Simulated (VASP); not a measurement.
Level of theory: RPBE GGA, VASP's PBE PAW potentials (set 64) (plane waves; VASP).

The input files of a VASP run:

### INCAR
```
SYSTEM = TiC
PREC = Accurate
ENCUT = 520
EDIFF = 1E-7
NELM = 100
ALGO = Normal
LREAL = .FALSE.
LASPH = .TRUE.
ISMEAR = 1
SIGMA = 0.1
GGA = RP
LMAXMIX = 4
LWAVE = .FALSE.
LCHARG = .FALSE.
ISIF = 2
```

File POSCAR:
```
TiC
3.0207650
  0.0000000000   0.7071068198   0.7071068198
  0.7071068198   0.0000000000   0.7071068198
  0.7071068198   0.7071068198   0.0000000000
Ti C
1 1
direct
  0.0000000000   0.0000000000   0.0000000000
  0.5000000000   0.5000000000   0.5000000000
```

KPOINTS:
```
Automatic mesh
0
Gamma
14 14 14
0 0 0
```

POTCAR, in this order: Ti_sv C (PBE.64 set). Program: vasp_std.

Problem. Predict the energy per atom (σ→0), pressure, band gap (on the k-mesh).

Solution. 
```
Property                                                     Value
------------------------  ----------------------------------------
energy per atom (σ→0)                               -8.872 eV/atom
band gap (on the k-mesh)  none (metal, semimetal or under 0.01 eV)
pressure                                                 16.51 GPa
```

OSZICAR:
```
...
DAV:   8    -0.177352269875E+02    0.21776E-01   -0.17180E-01  2668   0.601E+00    0.235E+00
DAV:   9    -0.177466806706E+02   -0.11454E-01   -0.75134E-02  3004   0.323E+00    0.806E-01
DAV:  10    -0.177438558447E+02    0.28248E-02   -0.14172E-02  3248   0.178E+00    0.416E-01
DAV:  11    -0.177433711635E+02    0.48468E-03   -0.30397E-03  2832   0.800E-01    0.750E-02
DAV:  12    -0.177433203398E+02    0.50824E-04   -0.27327E-04  2712   0.265E-01    0.250E-02
DAV:  13    -0.177433083852E+02    0.11955E-04   -0.35883E-05  3432   0.947E-02    0.388E-03
DAV:  14    -0.177433084095E+02   -0.24316E-07   -0.91782E-07  2904   0.112E-02
   1 F= -.17743308E+02 E0= -.17743344E+02  d E =0.108118E-03
```

The compound is TiC in the rock salt structure. This cell is one point of a volume scan, at 0.94 of the reference volume.
